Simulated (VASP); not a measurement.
## Shielding tensors and field gradients of LiHS

What are the shielding tensors of LiHS? The cell has space group Ama2. The start is a cell from a database of measured crystal structures.

Method: LDA; plane waves and PAW (S, Li_sv, H), in the first sound run; inputs show where later runs differ, in VASP 6.6.1.

## (1) The structure

It takes space group Ama2 (No. 40, orthorhombic). Conventional cell: a = 6.157 Å, b = 5.618 Å, c = 5.515 Å, α = 90.00°, β = 90.00°, γ = 90.00°. Nearest to S lie 1 H at 1.35 Å and 4 Li at 2.49 to 2.51 Å. Nearest to Li lie 4 S at 2.49 to 2.51 Å. Nearest to H lie 1 S at 1.35 Å. Farther neighbours and most contacts between anions are not listed.

As a file:

```cif
data_structure
_symmetry_space_group_name_H-M 'P 1'
_symmetry_Int_Tables_number 1
_cell_length_a 6.1569
_cell_length_b 3.9363
_cell_length_c 3.9363
_cell_angle_alpha 91.067
_cell_angle_beta 90.000
_cell_angle_gamma 90.000
_cell_volume 95.38
loop_
_atom_site_label
_atom_site_type_symbol
_atom_site_fract_x
_atom_site_fract_y
_atom_site_fract_z
_atom_site_occupancy
S1 S 0.75000 0.99876 0.47534 1
S2 S 0.25000 0.47534 0.99876 1
Li3 Li 0.50000 0.50166 0.50166 1
Li4 Li 0.00000 0.50166 0.50166 1
H5 H 0.25000 0.13309 0.98349 1
H6 H 0.75000 0.98349 0.13309 1
```

## (2) Ground state

A ground-state run shows first whether the cell has a gap, which the next steps need; its size sets how fine their mesh has to be.

INCAR reads:

```
SYSTEM = LiHS
PREC = Accurate
ENCUT = 650
EDIFF = 1E-07
NELM = 100
ISMEAR = 0
SIGMA = 0.01
LREAL = .FALSE.
ALGO = Normal
GGA = CA
NBANDS = 16
LORBIT = 11
LWAVE = .FALSE.
LCHARG = .FALSE.
KPAR = 2
```

POSCAR reads:

```
LiHS
1.0
    6.1568700000      0.0000000000      0.0000000000
    0.0000000000      2.8092050000      2.7573900000
    0.0000000000     -2.8092050000      2.7573900000
S Li H
2 2 2
Direct
    0.7500000000      0.9987600000      0.4753400000
    0.2500000000      0.4753400000      0.9987600000
    0.5000000000      0.5016600000      0.5016600000
    0.0000000000      0.5016600000      0.5016600000
    0.2500000000      0.1330900000      0.9834900000
    0.7500000000      0.9834900000      0.1330900000
```

KPOINTS reads:

```
Automatic mesh
0
Gamma
4 6 6
0 0 0
```

PAW data sets: S, Li_sv and H (PBE family, release 64).

The run is started by

```console
$ mpirun -np 2 vasp_std
```

What it wrote:

```text
[banner, memory and clock lines left out]
running    2 mpi-ranks, on    1 nodes
 distrk:  each k-point on    1 cores,    2 groups
 distr:  one band on    1 cores,    1 groups

 POSCAR found type information on POSCAR S LiH
 POSCAR found :  3 types and       6 ions
|                                                                             |
|               ----> ADVICE to this user running VASP <----                  |
|                                                                             |
|     You enforced a specific xc type in the INCAR file but a different       |
|     [... a line on the potential file left out ...]
|     I HOPE YOU KNOW WHAT YOU ARE DOING!                                     |
|                                                                             |

 LDA part: xc-table for (Slater(with rela. corr.)+CA(PZ))
 , standard interpolation
 POSCAR, INCAR and KPOINTS ok, starting setup
 FFT: planning ... GRIDC
 FFT: planning ... GRID_SOFT
 FFT: planning ... GRID
 WAVECAR not read
 entering main loop
       N       E                     dE             d eps       ncg     rms          rms(c)
DAV:   1     0.109597728908E+03    0.10960E+03   -0.97005E+03  1248   0.134E+03
DAV:   2    -0.118678252967E+02   -0.12147E+03   -0.11654E+03  1544   0.259E+02
DAV:   3    -0.250815286188E+02   -0.13214E+02   -0.13171E+02  2440   0.690E+01
DAV:   4    -0.255824023253E+02   -0.50087E+00   -0.50043E+00  1824   0.154E+01
DAV:   5    -0.256320273240E+02   -0.49625E-01   -0.49622E-01  2064   0.329E+00    0.880E+00
DAV:   6    -0.249039215524E+02    0.72811E+00   -0.11155E+00  1448   0.466E+00    0.529E+00
DAV:   7    -0.247561908112E+02    0.14773E+00   -0.54752E-01  1928   0.330E+00    0.200E+00
DAV:   8    -0.247461722652E+02    0.10019E-01   -0.68745E-02  1704   0.149E+00    0.329E-01
DAV:   9    -0.247458808311E+02    0.29143E-03   -0.24637E-03  1792   0.311E-01    0.149E-01
DAV:  10    -0.247459774209E+02   -0.96590E-04   -0.62451E-04  2120   0.138E-01    0.298E-02
DAV:  11    -0.247459839385E+02   -0.65177E-05   -0.67944E-05  1848   0.587E-02    0.415E-02
DAV:  12    -0.247459841098E+02   -0.17125E-06   -0.49769E-06  1696   0.138E-02    0.217E-02
DAV:  13    -0.247459869265E+02   -0.28167E-05   -0.20650E-06  1600   0.902E-03    0.485E-03
DAV:  14    -0.247459868786E+02    0.47951E-07   -0.25806E-07  1704   0.336E-03
   1 F= -.24745987E+02 E0= -.24745987E+02  d E =-.443891-116
```

The job ended after 56 s (2 MPI ranks of AMD EPYC 7R43, shared host; peak memory 0.42 GiB).

The logs omit lines about the potential files and the build; timing stands in the text.

OUTCAR, selected parts (step 2):

```text
ion  position               nearest neighbor table
   1  0.750  0.999  0.475-   6 1.35   4 2.49   3 2.49   4 2.51   3 2.51
   2  0.250  0.475  0.999-   5 1.35   4 2.49   3 2.49   4 2.51   3 2.51
   3  0.500  0.502  0.502-   1 2.49   2 2.49   2 2.51   1 2.51
   4  0.000  0.502  0.502-   1 2.49   2 2.49   2 2.51   1 2.51
   5  0.250  0.133  0.983-   2 1.35
   6  0.750  0.983  0.133-   1 1.35

  LATTYP: Found a base centered orthorhombic cell.
 ALAT       =     5.5147800000
 B/A-ratio  =     1.0187913208
 C/A-ratio  =     1.1164307552

 Subroutine GETGRP returns: Found  4 space group operations
 (whereof  2 operations were pure point group operations)

The static configuration has the point symmetry C_2 .
 The point group associated with its full space group is C_2v.

 Found     39 irreducible k-points:

   k-points           NKPTS =     39   k-points in BZ     NKDIM =     39   number of bands    NBANDS=     16

   dimension x,y,z NGX =    54 NGY =   36 NGZ =   36
   dimension x,y,z NGXF=   108 NGYF=   72 NGZF=   72

   ENCUT  =  650.0 eV  47.77 Ry    6.91 a.u.  12.80  8.18  8.18*2*pi/ulx,y,z

   NELECT =      20.0000    total number of electrons

 k-points in reciprocal lattice and weights: Automatic mesh
   0.00000000  0.00000000  0.00000000       0.007
   0.25000000  0.00000000  0.00000000       0.014
   0.50000000  0.00000000  0.00000000       0.007
   0.00000000  0.16666667  0.00000000       0.028
   0.25000000  0.16666667  0.00000000       0.056
   0.50000000  0.16666667  0.00000000       0.028
   0.00000000  0.33333333  0.00000000       0.028
   0.25000000  0.33333333  0.00000000       0.056
   0.50000000  0.33333333  0.00000000       0.028
[...]
0.25000000  0.50000000  0.50000000       0.014
   0.50000000  0.50000000  0.50000000       0.007

 average (electrostatic) potential at core
       1 -89.7012       2 -89.7012       3 -62.2985       4 -62.2985       5 -36.3721
       6 -36.3721

 E-fermi :   0.1736

 k-point     1 :       0.0000    0.0000    0.0000
  band No.  band energies     occupation
    ...
      6      -3.0736      2.00000
      7      -2.1406      2.00000
      8      -0.6392      2.00000
      9      -0.5842      2.00000
     10       0.0131      2.00000
     11       3.2337      0.00000
     12       3.6210      0.00000
     13       5.0501      0.00000
     14       5.0520      0.00000
     15       7.7023      0.00000
    ...

 k-point     2 :       0.2500    0.0000    0.0000
  band No.  band energies     occupation
    ...
      6      -3.0723      2.00000
      7      -1.9070      2.00000
      8      -0.6548      2.00000
      9      -0.6073      2.00000
     10      -0.4444      2.00000
     11       3.5334      0.00000
     12       3.7254      0.00000
     13       5.0991      0.00000
     14       5.2388      0.00000
     15       8.0290      0.00000
    ...

 k-point     3 :       0.5000    0.0000    0.0000
  band No.  band energies     occupation
    ...
      6      -3.0817      2.00000
      7      -1.2752      2.00000
      8      -1.2752      2.00000
      9      -0.6407      2.00000
     10      -0.6407      2.00000
     11       3.7839      0.00000
     12       3.7839      0.00000
     13       5.3653      0.00000
     14       5.3653      0.00000
     15       8.1923      0.00000
    ...

  Total       -1.2659326     -0.9189055     -0.8727228      0.0000000      0.0000000      0.0000000
  in kB      -21.2642255    -15.4351131    -14.6593693      0.0000000      0.0000000      0.0000000
  external PRESSURE =     -17.1195693 kB  Pullay stress =       0.0000000 kB

  energy-cutoff  :      650.00
  volume of cell :       95.38
      direct lattice vectors                 reciprocal lattice vectors
     6.156870000  0.000000000  0.000000000     0.162420191  0.000000000  0.000000000
     0.000000000  2.809205000  2.757390000     0.000000000  0.177986299  0.181330896
     0.000000000 -2.809205000  2.757390000     0.000000000 -0.177986299  0.181330896

 POSITION                                       TOTAL-FORCE (eV/Angst)
 -----------------------------------------------------------------------------------
      4.61765      1.47039      4.06467        -0.000000     -0.240028      0.261819
      1.53922     -1.47039      4.06467         0.000000      0.240028      0.261819
      3.07843      0.00000      2.76654         0.000000      0.000000     -0.007818
      0.00000      0.00000      2.76654         0.000000      0.000000     -0.007818
      1.53922     -2.38895      3.07885         0.000000     -0.253025     -0.254001
      4.61765      2.38895      3.07885        -0.000000      0.253025     -0.254001
 -----------------------------------------------------------------------------------
    total drift:                                0.000000      0.000003     -0.000230

  FREE ENERGIE OF THE ION-ELECTRON SYSTEM (eV)
  ---------------------------------------------------
  free  energy   TOTEN  =       -24.7459868786 eV

  energy  without entropy=      -24.7459868786  energy(sigma->0) =      -24.74598688

 total charge
# of ion       s       p       d       tot
------------------------------------------
    1        1.308   2.454   0.000   3.762
    2        1.308   2.454   0.000   3.762
    3        2.018   0.065   0.000   2.083
    4        2.018   0.065   0.000   2.083
    5        0.536   0.040   0.000   0.576
    6        0.536   0.040   0.000   0.576
--------------------------------------------------
tot          7.724   5.118   0.000  12.843

[... 3 further parts left out ...]
```

The gap is read on the k-mesh alone, so it is an upper bound where the band edges lie off the mesh. The PAW data sets were made with PBE, though LDA sets exist; this is a small mismatch.

Numbers from this step:

```
free energy (TOTEN)            : -24.75 eV
Fermi energy                   : 0.1736 eV
pressure                       : -1.712 GPa
gap on the k-mesh              : 3.221 eV
least direct gap on the k-mesh : 3.221 eV
```

The cell has a gap of 3.22 eV on this mesh. Forces of up to 0.36 eV/Å remain in these settings, with PBE data sets under LDA.

(Continued in part 2 of 6.)

[Lines on the potential files, build, host, timing and source positions are cut from VASP's logs without a mark.]

[Logs are printed without paths, hosts, clocks, repeated set-up lines and the standing remarks that a program may print on its own settings, such as how far it seeks lower states.]

[Hosts, paths, dates, database ids (printed as entryN), source tags and the programs' standing remarks are cut or masked in the printed files.]
